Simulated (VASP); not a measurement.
Crystal: MgH2.

```xyz
6
Lattice="4.4732 0.0000 0.0000 0.0000 4.4732 0.0000 0.0000 0.0000 3.0045" Properties=species:S:1:pos:R:3 pbc="T T T"
Mg    0.0000    0.0000    0.0000
Mg    2.2366    2.2366    1.5023
H     1.3617    1.3617    0.0000
H     0.8749    3.5983    1.5023
H     3.1115    3.1115    0.0000
H     3.5983    0.8749    1.5023
```

Base run:

```yaml
Program: VASP 6.6.1
Functional: PBE
Potentials_or_basis: VASP PAW PBE potentials, release 64 (Mg, H)
Cutoff: 520 eV
k_mesh: 4 × 4 × 6
Occupations: gaussian, width 0.03 eV
Spin: no spin polarisation
```

Its results: band gap on the k mesh 3.91 eV, indirect (least direct gap 4.76 eV); pressure 0.8 GPa.

Question: The run is repeated on the same cell with these changes: functional from PBE to PBE-EpsX. What comes out?

Answer: Band gap on the k mesh 5.78 eV, indirect (least direct gap 6.65 eV); pressure -0.1 GPa.

PBE-EpsX gives the wider gap, since exact exchange removes part of the self-interaction.

Caveats: the PAW data sets were made with another functional, which shifts forces and pressure a little (some runs).

A k mesh can miss the band edges.
